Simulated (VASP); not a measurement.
# A VASP study of PtS2 (PBE + D3(BJ)): structure first, properties next, part 3 of 4

What structure does PtS2 take at this level, and what are its properties? The start is a cell from a database of measured crystal structures.

VASP 6.6.1; PBE with D3(BJ); plane waves and PAW (Pt, S).

So far, gap on the k-mesh (eV): 0.162 in steps 2, 3 and 4. The relaxed cell has a = 3.576, c = 4.712 Å (conventional setting).

**6. Total and projected DOS (PBE + D3(BJ))**

A density of states needs more k-points than a total energy; ISMEAR = -5 takes tetrahedra, and LORBIT projects the states on the PAW spheres. The mesh is finer than in the run before.

INCAR reads:

```
SYSTEM = PtS2
PREC = Accurate
ENCUT = 400
EDIFF = 1E-06
NELM = 100
ISMEAR = -5
SIGMA = 0.05
LREAL = .FALSE.
ALGO = Normal
GGA = PE
IVDW = 12
NBANDS = 24
LASPH = .TRUE.
LORBIT = 11
LWAVE = .FALSE.
LCHARG = .FALSE.
KPAR = 2
NEDOS = 2001
```

POSCAR reads:

```
PtS2
1.0
    3.5760728491      0.0000000000      0.0000000000
   -1.7880364246      3.0969699332      0.0000000000
    0.0000000000      0.0000000000      4.7122623833
Pt S
1 2
Direct
    0.0000000000      0.0000000000      0.0000000000
    0.3333333333      0.6666666667      0.2560399136
    0.6666666667      0.3333333333      0.7439600864
```

KPOINTS reads:

```
Automatic mesh
0
Gamma
9 9 6
0 0 0
```

The projector-augmented-wave data sets are Pt and S (PBE family, release 64).

Started as:

```console
$ mpirun -np 2 vasp_std
```

Output:

```text
[... set-up lines as in an earlier step ...]
 entering main loop
       N       E                     dE             d eps       ncg     rms          rms(c)
DAV:   1     0.869234231546E+02    0.86923E+02   -0.84958E+03  3056   0.659E+02
DAV:   2    -0.127310317094E+02   -0.99654E+02   -0.95267E+02  3752   0.165E+02
DAV:   3    -0.165999003496E+02   -0.38689E+01   -0.38478E+01  3792   0.312E+01
DAV:   4    -0.166305203030E+02   -0.30620E-01   -0.30617E-01  3536   0.323E+00
DAV:   5    -0.166309391083E+02   -0.41881E-03   -0.41880E-03  3896   0.372E-01    0.181E+01
DAV:   6    -0.156103377219E+02    0.10206E+01   -0.41801E+00  3112   0.180E+01    0.121E+01
DAV:   7    -0.153449159322E+02    0.26542E+00   -0.86487E-01  3048   0.790E+00    0.603E+00
DAV:   8    -0.153266570186E+02    0.18259E-01   -0.43282E-02  3792   0.132E+00    0.105E+00
DAV:   9    -0.153254847294E+02    0.11723E-02   -0.36602E-03  3568   0.484E-01    0.175E-01
DAV:  10    -0.153256384258E+02   -0.15370E-03   -0.64663E-04  3856   0.131E-01    0.759E-02
DAV:  11    -0.153256708373E+02   -0.32412E-04   -0.36199E-05  3584   0.401E-02    0.288E-02
DAV:  12    -0.153256759117E+02   -0.50744E-05   -0.70560E-06  3760   0.169E-02    0.720E-03
DAV:  13    -0.153256767114E+02   -0.79969E-06   -0.55855E-07  3064   0.445E-03
   1 F= -.16669718E+02 E0= -.16669718E+02  d E =0.000000E+00
```

Wall time 8.2 s (2 MPI ranks of Intel Xeon 6975P-C (Granite Rapids), shared host); peak memory 0.35 GiB.

From OUTCAR (step 6):

```text
   k-points           NKPTS =     62   k-points in BZ     NKDIM =     62   number of bands    NBANDS=     24

   NELECT =      22.0000    total number of electrons

 E-fermi :   7.8661

 k-point     1 :       0.0000    0.0000    0.0000
  band No.  band energies     occupation
    ...
      7       3.6238      2.00000
      8       5.3817      2.00000
      9       6.2799      2.00000
     10       6.2799      2.00000
     11       7.8509      2.00000
     12       9.1111      0.00000
     13       9.1111      0.00000
     14      11.5753      0.00000
     15      12.9017      0.00000
     16      15.2853      0.00000
    ...

 Edisp (eV)   -1.34404

  Total       0.02014     0.02014    -0.04634    -0.00000     0.00000     0.00000
  in kB       0.61832     0.61832    -1.42275    -0.00000     0.00000     0.00000
  external pressure =       -0.06 kB  Pullay stress =        0.00 kB

 POSITION                                       TOTAL-FORCE (eV/Angst)
 -----------------------------------------------------------------------------------
      0.00000      0.00000      0.00000        -0.000000      0.000000      0.000000
     -0.00000      2.06465      1.20653         0.000000      0.000000      0.021542
      1.78804      1.03232      3.50574         0.000000      0.000000     -0.021542
 -----------------------------------------------------------------------------------
    total drift:                                0.000000     -0.000000      0.000000

  FREE ENERGIE OF THE ION-ELECTRON SYSTEM (eV)
  ---------------------------------------------------
  free  energy   TOTEN  =       -16.6697176210 eV

  energy  without entropy=      -16.6697176210  energy(sigma->0) =      -16.66971762

[... 6 parts as in an earlier step ...]

[... 10 further parts left out ...]
```

This step gave:

```
irreducible k-points           : 62
free energy (TOTEN)            : -16.67 eV
Fermi energy                   : 7.866 eV
pressure                       : -0.006204 GPa
conduction bottom at k         : 0.3333, 0.3333, 0
least direct gap at k          : 0, 0.2222, 0.3333
gap on the k-mesh              : 0.2144 eV
least direct gap on the k-mesh : 0.9904 eV
```

The density of states has structure finer than the step of the table below, so its rows give means over 1 eV, whole bins alone (the curve runs from -12.0 to 8.13 eV). Peaks (eV: height): total -7.2: 4.78, -6.8: 4.68, -4.7: 5.60, -3.5: 5.49; Pt d -7.2: 1.66, -6.8: 2.30, -4.7: 3.10, -3.5: 3.53; S p -7.2: 1.21, -6.8: 1.12, -1.8: 1.26, 1.4: 1.24; Pt p -2.6: 0.191, -1.8: 0.232, 6.3: 0.193, 7.9: 0.294; S s -6.0: 0.131, -4.8: 0.124, 0.5: 0.0942, 6.3: 0.100.

States under -12.0 eV and over 8.1 eV are left out. Density of states against energy, zero at the valence-band top; means over each step; values in states/eV/cell:

| energy (eV) | total | Pt d | S p | Pt p | S s | Pt s |
| --- | --- | --- | --- | --- | --- | --- |
| -9 | 0 | 0 | 0 | 0 | 0 | 0 |
| -8 | 0.420 | 0.0935 | 0.108 | 0.00401 | 0.00679 | 0.0620 |
| -7 | 3.35 | 1.39 | 0.824 | 0.0637 | 0.0301 | 0.144 |
| -6 | 2.32 | 0.902 | 0.561 | 0.0615 | 0.0646 | 0.111 |
| -5 | 3.29 | 1.68 | 0.647 | 0.102 | 0.0698 | 0.0669 |
| -4 | 2.03 | 1.25 | 0.294 | 0.0563 | 0.0176 | 0.0494 |
| -3 | 2.97 | 1.43 | 0.661 | 0.132 | 0.0428 | 0.0888 |
| -2 | 2.75 | 0.816 | 1.01 | 0.184 | 0.0375 | 0.0180 |
| -1 | 0.835 | 0.185 | 0.358 | 0.0524 | 0.0215 | 0.00856 |
| 0 | 0.342 | 0.121 | 0.105 | 0.00461 | 0.0173 | 0.00140 |
| 1 | 2.50 | 0.868 | 0.854 | 0.0260 | 0.0703 | 0.0110 |
| 2 | 1.22 | 0.395 | 0.503 | 0.00897 | 0.0183 | 0.00403 |
| 3 | 0 | 0 | 0 | 0 | 0 | 0 |
| 4 | 0.0248 | 5.6e-4 | 0.00168 | 0.00308 | 0.00130 | 0.00126 |
| 5 | 1.66 | 0.0731 | 0.233 | 0.101 | 0.0490 | 0.332 |
| 6 | 1.49 | 0.0618 | 0.198 | 0.116 | 0.0758 | 0.177 |
| 7 | 1.11 | 0.0669 | 0.0994 | 0.118 | 0.0362 | 0.0253 |

The gap on this mesh is 0.21 eV, over the 0.11 eV of the band run, since this mesh misses a band edge. In the top eV of the valence band the largest shares in the PAW spheres are S p 47 %, Pt d 18 % and Pt p 5 %; in the lowest eV of the conduction band, Pt d 37 % and S p 31 %. The rest lies in smaller channels or between the spheres.

**7. Core-level energies (PBE + D3(BJ))**

Core levels shift with the potential at each site, so they tell like atoms on unlike sites apart.

INCAR reads:

```
SYSTEM = PtS2
PREC = Accurate
ENCUT = 400
EDIFF = 1E-06
NELM = 100
ISMEAR = 0
SIGMA = 0.05
LREAL = .FALSE.
ALGO = Normal
GGA = PE
IVDW = 12
NBANDS = 17
LASPH = .TRUE.
LORBIT = 11
LWAVE = .FALSE.
LCHARG = .FALSE.
KPAR = 2
ICORELEVEL = 1
```

POSCAR is that of step 6.

KPOINTS reads:

```
Automatic mesh
0
Gamma
6 6 4
0 0 0
```

Started as:

```console
$ mpirun -np 2 vasp_std
```

Output:

```text
[... set-up lines as in an earlier step ...]
 entering main loop
       N       E                     dE             d eps       ncg     rms          rms(c)
[... 14 cycles as in an earlier step ...]
   1 F= -.16662778E+02 E0= -.16662743E+02  d E =-.689585E-04
```

Run time: 3.8 s. Hardware: 2 MPI ranks; peak memory 0.3 GiB.

From OUTCAR (step 7):

```text
   NELECT =      22.0000    total number of electrons

 the core state eigenenergies are
   1-  1s -78392.0685  2s -13761.7507  2p -11922.0196  3s  -3225.5954  3p  -2690.0957
       3d  -2110.4724  4s   -685.8790  4p   -510.3213  4d   -297.3949  4f    -60.8008
       5s    -92.2236  5p    -46.2892
   2-  1s  -2393.0094  2s   -198.9241  2p   -143.7120
   3-  1s  -2393.0094  2s   -198.9241  2p   -143.7120

 E-fermi :   7.9212

 Edisp (eV)   -1.34404

[... 19 parts as in an earlier step ...]

[... 2 further parts left out ...]
```

These are scalar-relativistic Kohn-Sham levels of the ground state, with no core hole, so they are not binding energies.

This step gave:

| Item | Value |
| --- | --- |
| SCF cycles | 14 |
| bands | 17 |
| irreducible k-points | 24 |
| free energy (TOTEN) | -16.66 eV |
| Fermi energy | 7.921 eV |
| pressure | 0.04955 GPa |
| conduction bottom at k | 0, 0.3333, 0.25 |
| least direct gap at k | 0, 0.1667, 0.25 |
| gap on the k-mesh | 0.1617 eV |
| least direct gap on the k-mesh | 1.079 eV |

Kohn-Sham core levels. Core levels, by row:

| atom | shell | level below the valence-band top (eV) |
| --- | --- | --- |
| Pt1 | 1s | 78400 |
| Pt1 | 2s | 13770 |
| Pt1 | 2p | 11930 |
| Pt1 | 3s | 3233 |
| Pt1 | 3p | 2698 |
| Pt1 | 3d | 2118 |
| Pt1 | 4s | 693.7 |
| Pt1 | 4p | 518.2 |
| Pt1 | 4d | 305.2 |
| Pt1 | 4f | 68.65 |
| Pt1 | 5s | 100.1 |
| Pt1 | 5p | 54.14 |
| S2 | 1s | 2401 |
| S2 | 2s | 206.8 |
| S2 | 2p | 151.6 |
| S3 | 1s | 2401 |
| S3 | 2s | 206.8 |
| S3 | 2p | 151.6 |

Atoms of one element give levels within 0.1 eV of each other.

**8. Field gradients at the nuclei (PBE + D3(BJ))**

Field gradients probe how far the charge around each nucleus departs from cubic symmetry; LASPH keeps the non-spherical terms inside the spheres.

Edit INCAR of step 7 so:

```diff
@@ -3,3 +3,3 @@
 ENCUT = 400
-EDIFF = 1E-06
+EDIFF = 1E-07
 NELM = 100
@@ -17,2 +17,2 @@
 KPAR = 2
-ICORELEVEL = 1
+LEFG = .TRUE.
```

POSCAR is that of step 7.

KPOINTS is that of step 7.

Started as:

```console
$ mpirun -np 2 vasp_std
```

Output:

```text
[... set-up lines as in an earlier step ...]
 entering main loop
       N       E                     dE             d eps       ncg     rms          rms(c)
[... 12 cycles as in an earlier step ...]
DAV:  13    -0.153187367402E+02   -0.10438E-05   -0.82336E-07  1032   0.676E-03    0.394E-03
DAV:  14    -0.153187368719E+02   -0.13178E-06   -0.20036E-07   850   0.318E-03    0.842E-04
DAV:  15    -0.153187368523E+02    0.19608E-07   -0.14805E-08   522   0.966E-04
ion   1
     0.0000000    -0.0000000    -0.0000000     2.6164089    -0.0000000    -0.0000000
     0.0000674    -0.0000000    -0.0000000     2.6164089    -0.0000000    -0.0000000
     0.0000928    -0.0000000    -0.0000000     2.6164088    -0.0000000    -0.0000000
     0.0001278    -0.0000000    -0.0000000     2.6164088    -0.0000000    -0.0000000
     0.0001760    -0.0000000    -0.0000000     2.6164087    -0.0000000    -0.0000000

     0.0000000    -0.0000001    -0.0000000  -116.9222355    -0.0000000    -0.0000002
     0.0000674    -0.0000001    -0.0000000  -116.6600614    -0.0000000    -0.0000002
     0.0000928    -0.0000001    -0.0000000  -116.5341396    -0.0000000    -0.0000002
     0.0001278    -0.0000001    -0.0000000  -116.3416175    -0.0000000    -0.0000002
     0.0001760    -0.0000001    -0.0000000  -116.0485237    -0.0000000    -0.0000002

ion   2
     0.0000000    -0.0000000     0.0000000     2.2936331     0.0000000    -0.0000000
     0.0000369    -0.0000000     0.0000000     2.2936330     0.0000000    -0.0000000
     0.0000508    -0.0000000     0.0000000     2.2936330     0.0000000    -0.0000000
     0.0000700    -0.0000000     0.0000000     2.2936330     0.0000000    -0.0000000
     0.0000964    -0.0000000     0.0000000     2.2936330     0.0000000    -0.0000000

     0.0000000    -0.0000000     0.0000000    38.3898167     0.0000000    -0.0000000
     0.0000369    -0.0000000     0.0000000    38.3897061     0.0000000    -0.0000000
     0.0000508    -0.0000000     0.0000000    38.3896389     0.0000000    -0.0000000
     0.0000700    -0.0000000     0.0000000    38.3895272     0.0000000    -0.0000000
     0.0000964    -0.0000000     0.0000000    38.3893431     0.0000000    -0.0000000

ion   3
     0.0000000    -0.0000000    -0.0000000     2.2936331     0.0000000    -0.0000000
     0.0000369    -0.0000000    -0.0000000     2.2936330     0.0000000    -0.0000000
     0.0000508    -0.0000000    -0.0000000     2.2936330     0.0000000    -0.0000000
     0.0000700    -0.0000000    -0.0000000     2.2936330     0.0000000    -0.0000000
     0.0000964    -0.0000000    -0.0000000     2.2936330     0.0000000    -0.0000000

     0.0000000    -0.0000000    -0.0000000    38.3898167     0.0000000    -0.0000000
     0.0000369    -0.0000000    -0.0000000    38.3897061     0.0000000    -0.0000000
     0.0000508    -0.0000000    -0.0000000    38.3896389     0.0000000    -0.0000000
     0.0000700    -0.0000000    -0.0000000    38.3895272     0.0000000    -0.0000000
     0.0000964    -0.0000000    -0.0000000    38.3893431     0.0000000    -0.0000000

   1 F= -.16662778E+02 E0= -.16662743E+02  d E =-.689702E-04
```

Wall time 4 s (2 MPI ranks); peak memory 0.3 GiB; 6.9 s of CPU time.

From OUTCAR (step 8):

```text
   NELECT =      22.0000    total number of electrons

 E-fermi :   7.9211

 k-point     1 :       0.0000    0.0000    0.0000
  band No.  band energies     occupation
    ...
      7       3.6235      2.00000
      8       5.3828      2.00000
      9       6.2812      2.00000
     10       6.2812      2.00000
     11       7.8527      1.94706
     12       9.1117      0.00000
     13       9.1117      0.00000
     14      11.5762      0.00000
     15      12.9026      0.00000
     16      15.2858      0.00000
    ...

 Edisp (eV)   -1.34404

  Total       0.01266     0.01266     0.02569    -0.00000     0.00000    -0.00000
  in kB       0.38868     0.38868     0.78870    -0.00000     0.00000    -0.00000
  external pressure =        0.52 kB  Pullay stress =        0.00 kB

 POSITION                                       TOTAL-FORCE (eV/Angst)
 -----------------------------------------------------------------------------------
      0.00000      0.00000      0.00000        -0.000000      0.000000      0.000000
     -0.00000      2.06465      1.20653         0.000000      0.000000     -0.004827
      1.78804      1.03232      3.50574        -0.000000     -0.000000      0.004827
 -----------------------------------------------------------------------------------
    total drift:                                0.000000     -0.000000      0.000000

  FREE ENERGIE OF THE ION-ELECTRON SYSTEM (eV)
  ---------------------------------------------------
  free  energy   TOTEN  =       -16.6627777620 eV

  energy  without entropy=      -16.6627087918  energy(sigma->0) =      -16.66274328

 Electric field gradients after diagonalization (V/A^2)
 (convention: |V_zz| > |V_xx| > |V_yy|)
----------------------------------------------------------------------
 ion       V_xx      V_yy      V_zz     asymmetry (V_yy - V_xx)/ V_zz
----------------------------------------------------------------------
   1     -73.561   -73.560   147.122       0.000
   2      23.921    23.921   -47.842       0.000
   3      23.921    23.921   -47.842       0.000
----------------------------------------------------------------------

[... 9 parts as in an earlier step ...]

[... 8 further parts left out ...]
```

This step gave:

```
SCF cycles        : 15
pressure          : 0.05220 GPa
gap on the k-mesh : 0.1616 eV
```

Electric field gradients, by row:

| atom | Vxx (V/Å²) | Vyy (V/Å²) | Vzz (V/Å²) | asymmetry |
| --- | --- | --- | --- | --- |
| Pt1 | -73.56 | -73.56 | 147.1 | 0 |
| S2 | 23.92 | 23.92 | -47.84 | 0 |
| S3 | 23.92 | 23.92 | -47.84 | 0 |

The largest gradient, 147.12 V/Å², sits on Pt1; the stable nuclei of Pt have no quadrupole moment in their ground state, so NMR and NQR don't see it.

(Part 3 of 4 ends here.)

[Lines on the potential files, build, host, timing and source positions are cut from VASP's logs without a mark.]

[Logs are printed without paths, hosts, clocks, repeated set-up lines and the standing remarks that a program may print on its own settings, such as how far it seeks lower states.]

[Hosts, paths, dates, database ids (printed as entryN), source tags and the programs' standing remarks are cut or masked in the printed files.]

[A measured line is paired with the nearest computed mode of its activity, which favours agreement.]
